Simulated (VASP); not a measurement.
# CuWO4: structure and properties in VASP, part 7 of 7

Wanted: the relaxed cell of CuWO4 and its properties. The start is a cell from a database of measured crystal structures.

VASP 6.6.1; PBEsol, no spin polarisation; plane waves and PAW (Cu, W, O).

Still holding for the runs below: This run has no spin polarisation, although Cu and W can carry a moment. Oxides and halides of Cu are often magnetic insulators, and a metal at this level, without U or exact exchange, may be an artefact.

So far. Step 13 (Volume scan with PBEsol, volume scale 1.06): The pressure falls from -8.88 to -12.65 GPa. The parabola predicted -12.55 GPa, +0.10 GPa off. Step 15 (Fit for PBEsol): The fitted volume lies +0.12 % from the relaxed one. At a finite cutoff and mesh the minimum of the energy and the zero of the stress don't quite coincide, and the relaxation stops at a threshold. The atoms bear forces along the scan, since they were held; freeing them would lower the modulus.

## 16. Optical spectrum (PBEsol)

This step: PBEsol, no spin polarisation; plane waves and PAW (Cu, W, O) (VASP 6.6.1).

LOPTICS sums transitions from filled to empty bands. The mesh is finer than in the run before. NBANDS is raised for it.

INCAR reads:

```
SYSTEM = CuWO4
PREC = Accurate
ENCUT = 520
EDIFF = 1E-06
NELM = 100
ISMEAR = 0
SIGMA = 0.05
LREAL = .FALSE.
ALGO = Normal
GGA = PS
NBANDS = 137
LASPH = .TRUE.
LORBIT = 11
LWAVE = .FALSE.
LCHARG = .FALSE.
KPAR = 8
LOPTICS = .TRUE.
NEDOS = 1500
CSHIFT = 0.1
```

POSCAR reads:

```
CuWO4
1.0
    4.6603705799      0.0225479241      0.0010361028
    0.2291429640      4.8783099296      0.0413118940
    0.7278692299      0.1873393552      5.8128087265
Cu W O
2 2 8
Direct
    0.4966708788      0.7470917319      0.6588240137
    0.5033291212      0.2529082681      0.3411759863
    0.0146533526      0.7473267326      0.1709556044
    0.9853466474      0.2526732674      0.8290443956
    0.2507401092      0.5716439225      0.3544149474
    0.7492598908      0.4283560775      0.6455850526
    0.2162726828      0.5719430978      0.8807160308
    0.7837273172      0.4280569022      0.1192839692
    0.7280923485      0.9067663981      0.3815420536
    0.2719076515      0.0932336019      0.6184579464
    0.7802109876      0.9434747829      0.9111386682
    0.2197890124      0.0565252171      0.0888613318
```

KPOINTS reads:

```
Automatic mesh
0
Gamma
6 6 5
0 0 0
```

Potentials, in the order of the species: Cu, W and O (PBE family, release 64).

Launch:

```
mpirun -np 8 vasp_std
```

What it wrote:

```text
[... set-up lines as in an earlier step ...]
 entering main loop
       N       E                     dE             d eps       ncg     rms          rms(c)
DAV:   1     0.691386825936E+03    0.69139E+03   -0.32213E+04 34086   0.720E+02
DAV:   2    -0.164408743240E+02   -0.70783E+03   -0.60923E+03 26864   0.230E+02
DAV:   3    -0.114967263059E+03   -0.98526E+02   -0.79408E+02 28010   0.719E+01
DAV:   4    -0.119320256085E+03   -0.43530E+01   -0.42853E+01 30752   0.169E+01
DAV:   5    -0.119378818420E+03   -0.58562E-01   -0.58502E-01 33048   0.207E+00    0.749E+01
DAV:   6    -0.102680549613E+03    0.16698E+02   -0.24464E+01 40128   0.478E+01    0.229E+01
DAV:   7    -0.996161586821E+02    0.30644E+01   -0.13878E+01 36623   0.841E+01    0.235E+01
DAV:   8    -0.975134806560E+02    0.21027E+01   -0.12385E+01 39102   0.251E+01    0.193E+01
DAV:   9    -0.969682545090E+02    0.54523E+00   -0.12645E+00 39472   0.717E+00    0.512E+00
DAV:  10    -0.968118218925E+02    0.15643E+00   -0.17454E-01 38232   0.341E+00    0.103E+00
DAV:  11    -0.967961699927E+02    0.15652E-01   -0.41552E-02 39680   0.178E+00    0.833E-01
DAV:  12    -0.967925256622E+02    0.36443E-02   -0.76488E-03 41104   0.645E-01    0.212E-01
DAV:  13    -0.967919117879E+02    0.61387E-03   -0.13928E-03 31944   0.122E-01    0.919E-02
DAV:  14    -0.967917520160E+02    0.15977E-03   -0.12794E-04 40976   0.164E-01    0.270E-02
DAV:  15    -0.967917474475E+02    0.45685E-05   -0.56400E-05 38456   0.325E-02    0.213E-02
DAV:  16    -0.967917459791E+02    0.14684E-05   -0.42227E-06 29600   0.613E-03    0.815E-03
DAV:  17    -0.967917454266E+02    0.55253E-06   -0.15783E-07 16424   0.696E-03
   1 F= -.96791745E+02 E0= -.96788839E+02  d E =-.581302E-02
 optical routines
 imaginary and real dielectric function
 recalculating local potential from charge density
 direction            1
 direction            2
 direction            3
```

Elapsed: 6.3 min, on 8 MPI ranks of AMD EPYC 7R43, shared host; peak memory 16 GiB; 50 min of CPU time.

OUTCAR, selected parts (step 16):

```text
   k-points           NKPTS =     92   k-points in BZ     NKDIM =     92   number of bands    NBANDS=    137

   NELECT =      82.0000    total number of electrons

 E-fermi :   3.5351

 k-point     1 :       0.0000    0.0000    0.0000
  band No.  band energies     occupation
    ...
     38       2.5275      2.00000
     39       2.5539      2.00000
     40       3.0290      2.00000
     41       3.0337      2.00000
     42       3.5187      1.35679
     43       5.8016      0.00000
     44       6.0709      0.00000
     45       6.3905      0.00000
     46       6.6439      0.00000
     47       6.9104      0.00000
    ...

  Total        0.0063303     -0.0008083      0.0502147      0.0403743      0.0187525      0.0323167
  in kB        0.0767865     -0.0098044      0.6091056      0.4897414      0.2274679      0.3920026
  external PRESSURE =       0.2253626 kB  Pullay stress =       0.0000000 kB

 POSITION                                       TOTAL-FORCE (eV/Angst)
 -----------------------------------------------------------------------------------
      2.96540      3.77917      3.86100        -0.007151      0.017301      0.006631
      2.65198      1.30903      1.99416         0.007151     -0.017301     -0.006631
      0.36397      3.67805      1.02462        -0.014755      0.018375     -0.001016
      5.25341      1.41015      4.83054         0.014755     -0.018375      0.001016
      1.55750      2.86071      2.08402         0.004790     -0.006054      0.007117
      4.05989      2.22749      3.77113        -0.004790      0.006054     -0.007117
      1.78001      2.95998      5.14329        -0.002785     -0.006867     -0.002760
      3.83737      2.12821      0.71187         0.002785      0.006867      0.002760
      3.87867      4.51138      2.25605         0.006113     -0.001219     -0.008752
      1.73871      0.57681      3.59911        -0.006113      0.001219      0.008752
      4.51545      4.79085      5.33606         0.003748      0.001426      0.003429
      1.10193      0.29735      0.51910        -0.003748     -0.001426     -0.003429
 -----------------------------------------------------------------------------------
    total drift:                                0.000000     -0.000000      0.000000

  FREE ENERGIE OF THE ION-ELECTRON SYSTEM (eV)
  ---------------------------------------------------
  free  energy   TOTEN  =       -96.7917454266 eV

  energy  without entropy=      -96.7859324099  energy(sigma->0) =      -96.78883892

 plasma frequency squared (from intraband transitions) (eV^2)
  --------------------------------------------------------------------------------------
       5.084       1.020      -4.342
       1.020       2.338      -1.690
      -4.342      -1.690       5.146

[... 7 parts as in an earlier step ...]

[... 9 further parts left out ...]
```

These are independent-particle spectra without excitons or local fields, and fine structure depends on the mesh and on CSHIFT. The intraband (Drude) part is not in this spectrum.

Numbers from this step:

* SCF cycles: 17
* bands: 137
* irreducible k-points: 92
* free energy (TOTEN): -96.7917 eV
* energy at zero smearing: -96.7888 eV
* Fermi energy: 3.535 eV
* pressure: 0.02254 GPa

The imaginary dielectric function has structure finer than the step of the table below, so its rows give means over 0.5 eV, whole bins alone (the curve runs from 0 to 25.0 eV). Peaks (eV: height): xx 0.24: 27.3, 3.30: 8.10; yy 0.14: 18.3, 3.30: 7.44; zz 0.24: 14.6, 3.40: 6.89.

Table of imaginary dielectric function by photon energy; means over each step:

| photon energy (eV) | xx | yy | zz |
| --- | --- | --- | --- |
| 0.5 | 15.1 | 9.38 | 9.41 |
| 1.0 | 5.84 | 3.39 | 4.16 |
| 1.5 | 3.51 | 2.45 | 2.14 |
| 2.0 | 2.72 | 2.43 | 1.65 |
| 2.5 | 4.59 | 5.49 | 3.53 |
| 3.0 | 7.33 | 7.20 | 5.29 |
| 3.5 | 7.74 | 7.19 | 6.72 |
| 4.0 | 6.17 | 7.11 | 5.20 |
| 4.5 | 5.28 | 6.20 | 4.50 |
| 5.0 | 4.68 | 5.99 | 4.01 |
| 5.5 | 3.66 | 5.59 | 3.76 |
| 6.0 | 3.15 | 5.10 | 3.63 |
| 6.5 | 3.07 | 4.41 | 3.83 |
| 7.0 | 3.02 | 3.71 | 3.81 |
| 7.5 | 2.96 | 3.59 | 3.30 |
| 8.0 | 3.08 | 3.31 | 3.15 |
| 8.5 | 3.40 | 4.06 | 3.60 |
| 9.0 | 3.37 | 4.36 | 3.67 |
| 9.5 | 3.27 | 4.12 | 3.78 |
| 10.0 | 3.47 | 3.75 | 4.06 |
| 10.5 | 3.72 | 3.34 | 4.00 |
| 11.0 | 3.37 | 2.91 | 3.40 |
| 11.5 | 2.84 | 2.37 | 2.95 |
| 12.0 | 2.39 | 1.97 | 2.48 |
| 12.5 | 2.22 | 1.87 | 2.10 |
| 13.0 | 2.02 | 1.89 | 1.95 |
| 13.5 | 1.85 | 1.90 | 1.82 |
| 14.0 | 1.74 | 1.75 | 1.74 |
| 14.5 | 1.70 | 1.76 | 1.72 |
| 15.0 | 1.75 | 1.85 | 1.74 |
| 15.5 | 1.85 | 1.86 | 1.80 |
| 16.0 | 1.86 | 1.78 | 1.79 |
| 16.5 | 1.90 | 1.70 | 1.78 |
| 17.0 | 1.78 | 1.68 | 1.71 |
| 17.5 | 1.65 | 1.76 | 1.59 |
| 18.0 | 1.61 | 1.78 | 1.55 |
| 18.5 | 1.56 | 1.68 | 1.52 |
| 19.0 | 1.54 | 1.53 | 1.43 |
| 19.5 | 1.44 | 1.38 | 1.40 |
| 20.0 | 1.37 | 1.39 | 1.43 |
| 20.5 | 1.37 | 1.44 | 1.46 |
| 21.0 | 1.31 | 1.37 | 1.28 |
| 21.5 | 1.12 | 1.17 | 1.10 |
| 22.0 | 0.997 | 1.04 | 1.03 |
| 22.5 | 0.910 | 0.962 | 0.956 |
| 23.0 | 0.856 | 0.878 | 0.889 |
| 23.5 | 0.855 | 0.830 | 0.849 |
| 24.0 | 0.826 | 0.809 | 0.851 |
| 24.5 | 0.790 | 0.746 | 0.815 |

Table of real dielectric function by photon energy:

| photon energy (eV) | xx | yy | zz |
| --- | --- | --- | --- |
| 0 | 41.9 | 39.2 | 27.1 |
| 1 | 5.01 | 6.81 | 4.58 |
| 2 | 7.22 | 9.16 | 7.23 |
| 3 | 7.11 | 7.47 | 7.38 |
| 4 | 2.35 | 4.33 | 2.83 |
| 5 | 1.28 | 2.97 | 2.80 |
| 6 | 1.75 | 1.85 | 3.00 |
| 7 | 2.01 | 1.46 | 2.19 |
| 8 | 2.34 | 1.96 | 2.37 |
| 9 | 1.85 | 1.43 | 1.91 |
| 10 | 1.60 | 0.275 | 1.47 |
| 11 | 0.282 | -0.116 | 0.217 |
| 12 | 0.285 | 0.170 | 0.0771 |
| 13 | 0.429 | 0.542 | 0.372 |
| 14 | 0.601 | 0.546 | 0.557 |
| 15 | 0.784 | 0.660 | 0.739 |
| 16 | 0.716 | 0.528 | 0.632 |
| 17 | 0.453 | 0.563 | 0.467 |
| 18 | 0.420 | 0.444 | 0.436 |
| 19 | 0.331 | 0.166 | 0.356 |
| 20 | 0.318 | 0.313 | 0.417 |
| 21 | 0.136 | 0.0555 | 0.0890 |
| 22 | 0.135 | 0.0420 | 0.179 |
| 23 | 0.266 | 0.133 | 0.236 |
| 24 | 0.312 | 0.215 | 0.336 |

## 17. Ionic relaxation at fixed cell (PBEsol), changed input

With the cell held (ISIF = 2), the atoms move to where the forces vanish. Some settings are moved from the usual, to see what they do.

INCAR, as its differences from that of step 16:

```diff
@@ -10,3 +10,3 @@
 GGA = PS
-NBANDS = 137
+NBANDS = 53
 LASPH = .TRUE.
@@ -16,4 +16,6 @@
 KPAR = 8
-LOPTICS = .TRUE.
-NEDOS = 1500
-CSHIFT = 0.1
+IBRION = 2
+NSW = 60
+ISIF = 2
+EDIFFG = 1E-04
+ISYM = 0
```

POSCAR is that of step 16.

KPOINTS reads:

```
Automatic mesh
0
Gamma
4 4 4
0 0 0
```

Launch:

```
mpirun -np 8 vasp_std
```

What it wrote:

```text
[... set-up lines as in an earlier step ...]
 entering main loop
       N       E                     dE             d eps       ncg     rms          rms(c)
[... 5 cycles as in an earlier step ...]
DAV:   6    -0.102055443136E+03    0.17315E+02   -0.13939E+02  5744   0.123E+02    0.258E+01
DAV:   7    -0.984405095134E+02    0.36149E+01   -0.38094E+01  5024   0.214E+02    0.231E+01
DAV:   8    -0.975521539929E+02    0.88836E+00   -0.24359E+01  5592   0.648E+01    0.187E+01
DAV:   9    -0.968841910479E+02    0.66796E+00   -0.39456E+00  6008   0.211E+01    0.505E+00
DAV:  10    -0.971088359277E+02   -0.22464E+00   -0.33026E+00  5760   0.247E+01    0.751E+00
DAV:  11    -0.968482060836E+02    0.26063E+00   -0.13310E+00  5664   0.190E+01    0.176E+00
DAV:  12    -0.968088854572E+02    0.39321E-01   -0.41441E-01  5736   0.485E+00    0.180E+00
DAV:  13    -0.967977530922E+02    0.11132E-01   -0.22738E-01  5920   0.443E+00    0.105E+00
DAV:  14    -0.967931443291E+02    0.46088E-02   -0.59552E-02  5976   0.169E+00    0.394E-01
DAV:  15    -0.967920326999E+02    0.11116E-02   -0.12215E-02  5816   0.712E-01    0.228E-01
DAV:  16    -0.967917263060E+02    0.30639E-03   -0.29995E-03  6272   0.386E-01    0.818E-02
DAV:  17    -0.967916889357E+02    0.37370E-04   -0.94949E-04  5616   0.245E-01    0.912E-02
DAV:  18    -0.967916590839E+02    0.29852E-04   -0.39522E-04  5832   0.155E-01    0.230E-02
DAV:  19    -0.967916516027E+02    0.74812E-05   -0.51891E-05  3144   0.498E-02    0.186E-02
DAV:  20    -0.967916501271E+02    0.14756E-05   -0.22102E-05  2707   0.339E-02    0.759E-03
DAV:  21    -0.967916497860E+02    0.34108E-06   -0.62810E-06  2418   0.227E-02
   1 F= -.96791650E+02 E0= -.96788426E+02  d E =-.967916E+02
 curvature:   0.00 expect dE= 0.000E+00 dE for cont linesearch  0.000E+00
 trial: gam= 0.00000 g(F)=  0.150E-04 g(S)=  0.000E+00 ort = 0.000E+00 (trialstep = 0.100E+01)
 search vector abs. value=  0.150E-04
 bond charge predicted
       N       E                     dE             d eps       ncg     rms          rms(c)
DAV:   1    -0.967916487105E+02    0.14166E-05   -0.31017E-03  3954   0.271E-01    0.128E-02
DAV:   2    -0.967916587854E+02   -0.10075E-04   -0.11805E-04  5624   0.981E-02    0.273E-02
DAV:   3    -0.967916597760E+02   -0.99059E-06   -0.82264E-05  4600   0.956E-02    0.299E-02
DAV:   4    -0.967916567193E+02    0.30567E-05   -0.39488E-05  2676   0.511E-02    0.113E-02
DAV:   5    -0.967916559886E+02    0.73075E-06   -0.15232E-05  2818   0.330E-02    0.135E-02
DAV:   6    -0.967916554493E+02    0.53932E-06   -0.45762E-06  2396   0.261E-02
   2 F= -.96791655E+02 E0= -.96788427E+02  d E =-.566327E-05
 trial-energy change:   -0.000006  1 .order   -0.000007   -0.000015    0.000002
 step:   0.8923(harm=  0.8923)  dis= 0.00024  next Energy=   -96.791656 (dE=-0.669E-05)
 bond charge predicted
       N       E                     dE             d eps       ncg     rms          rms(c)
DAV:   1    -0.967916556523E+02    0.33633E-06   -0.39423E-05  4254   0.339E-02    0.302E-03
DAV:   2    -0.967916576486E+02   -0.19964E-05   -0.20751E-05  2358   0.531E-02    0.239E-02
DAV:   3    -0.967916562057E+02    0.14429E-05   -0.29378E-05  2272   0.526E-02    0.720E-03
DAV:   4    -0.967916557461E+02    0.45968E-06   -0.50234E-06  2153   0.160E-02
   3 F= -.96791656E+02 E0= -.96788428E+02  d E =-.596006E-05
 curvature:  -0.45 expect dE=-0.615E-05 dE for cont linesearch -0.866E-07
 trial: gam= 1.03413 g(F)=  0.138E-04 g(S)=  0.000E+00 ort =-0.171E-05 (trialstep = 0.558E+00)
 search vector abs. value=  0.263E-04
 reached required accuracy - stopping structural energy minimisation
```

The job ended after 1.8 min (8 MPI ranks; peak memory 3.1 GiB; 14 min of CPU time).

From OUTCAR (step 17):

```text
   NELECT =      82.0000    total number of electrons

 E-fermi :   3.5361

 k-point     1 :       0.0000    0.0000    0.0000
  band No.  band energies     occupation
    ...
     38       2.5294      2.00000
     39       2.5547      2.00000
     40       3.0325      2.00000
     41       3.0358      2.00000
     42       3.5206      1.33951
     43       5.8020      0.00000
     44       6.0704      0.00000
     45       6.3912      0.00000
     46       6.6433      0.00000
     47       6.9109      0.00000
    ...

  Total        0.0293698      0.0602633      0.0402965     -0.0003469      0.0227934     -0.0057716
  in kB        0.3562568      0.7309952      0.4887973     -0.0042083      0.2764841     -0.0700091
  external PRESSURE =       0.5253497 kB  Pullay stress =       0.0000000 kB

 POSITION                                       TOTAL-FORCE (eV/Angst)
 -----------------------------------------------------------------------------------
      2.96545      3.77932      3.86086         0.000802      0.000157     -0.000312
      2.65194      1.30888      1.99426        -0.000967     -0.000053      0.001218
      0.36380      3.67823      1.02484        -0.000185     -0.006616     -0.003863
      5.25359      1.40994      4.83035        -0.000551      0.008431      0.001856
      1.55739      2.86075      2.08410        -0.000743      0.000452      0.001268
      4.05996      2.22748      3.77104         0.003387     -0.002980     -0.000065
      1.78000      2.96003      5.14303        -0.004833     -0.000405     -0.000519
      3.83742      2.12818      0.71211         0.003435     -0.000505      0.001648
      3.87880      4.51126      2.25616        -0.000297      0.002463      0.004959
      1.73858      0.57691      3.59903         0.000233     -0.000834     -0.006413
      4.51541      4.79095      5.33616        -0.001306     -0.000294      0.002589
      1.10198      0.29725      0.51900         0.001025      0.000185     -0.002368
 -----------------------------------------------------------------------------------
    total drift:                                0.000077      0.000030      0.000075

  FREE ENERGIE OF THE ION-ELECTRON SYSTEM (eV)
  ---------------------------------------------------
  free  energy   TOTEN  =       -96.7916557461 eV

  energy  without entropy=      -96.7851996046  energy(sigma->0) =      -96.78842768

[... 7 parts as in an earlier step ...]

[... 8 further parts left out ...]
```

ISYM = 0 switches symmetry off, which costs time and frees a relaxation from the symmetry of its start.

No atom moved by 0.005 Å in the relaxation.

Numbers from this step:

```
bands                           : 53
irreducible k-points            : 36
energy at zero smearing         : -96.7884 eV
Fermi energy                    : 3.536 eV
pressure                        : 0.05253 GPa
SCF cycles over all ionic steps : 31
```

It ends with a largest force of 0.009 eV/Å.

## 18. Outcome

```
relaxed volume                            : 11.01 Å³/atom
relaxed conventional cell a, b, c         : 4.660, 4.884, 5.861 Å; angles 87.4, 82.8, 87.0°
space group after relaxing, within 0.02 Å : P-1 (No. 2)
band gap                                  : none, a metal
DOS at the Fermi level                    : 4.94 states/eV/cell
bulk modulus from the fit                 : 247 GPa
volume from the fit                       : 11.0 Å³/atom
```

**Reading.** With PBEsol, CuWO4 relaxes to 11.01 Å³/atom in space group P-1 (held by the symmetry of the run), comes out as a metal and has a bulk modulus of 247 GPa at fixed shape and positions, an upper bound. Against the listed cell the volume lies -0.1 %. Band structure (PBEsol): Of the bands kept, 2 cross the Fermi level on this path. Experiment finds a gap of 2.3 eV (arxiv:0807.2115), which PBEsol misses altogether here. Spin-orbit coupling is left out, and with elements this heavy it would split and shift bands near the Fermi level. The k-sampling is coarse for a metal, so the Fermi level, pressures and the shape of the cell carry errors. A metal found without U or exact exchange in such a compound may be an artefact of the functional and of the small cell. Magnetism was not tested. No search among competing phases was made, and a listed structure need not be the one stable at ambient conditions. All values are for a static lattice at zero temperature.

[Lines on the potential files, build, host, timing and source positions are cut from VASP's logs without a mark.]

[Logs are printed without paths, hosts, clocks, repeated set-up lines and the standing remarks that a program may print on its own settings, such as how far it seeks lower states.]

[Hosts, paths, dates, database ids (printed as entryN), source tags and the programs' standing remarks are cut or masked in the printed files.]

[A measured line is paired with the nearest computed mode of its activity, which favours agreement.]
